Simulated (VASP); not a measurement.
Given:

```
CELL_PARAMETERS angstrom
      1.94160    -3.36295     0.00000
      1.94160     3.36295     0.00000
      0.00000     0.00000     5.94746
ATOMIC_POSITIONS crystal
  La 0.33333 0.66667 0.24385
  La 0.66667 0.33333 0.75615
  O  0.00000 0.00000 0.00000
  O  0.33333 0.66667 0.64645
  O  0.66667 0.33333 0.35355
```

Level of theory: LDA (Ceperley-Alder, Perdew-Zunger) with spin-orbit coupling, VASP's LDA PAW potentials (set 64) (plane waves; VASP 6.6.1). Run with 520 eV cut-off, 6×6×4 Γ-centred mesh, Gaussian smearing of 0.050 eV, potentials La O.

The path is coarsely sampled, so an indirect gap can come out somewhat too large.

Question: The job: La2O3 (a-type), 5 atoms, LDA+SOC, static run, 520 eV, 6×6×4 Γ-centred mesh. Roughly how much core time does it take on a busy server core?

Answer: About 8 core-minutes (one run on a shared machine, a rough figure). It had 24 irreducible k-points, 48 bands, up to 4244 plane waves and 17 electronic steps.

The compound is La2O3 in the a-type structure. It was relaxed first, which changed the volume by -6 %.
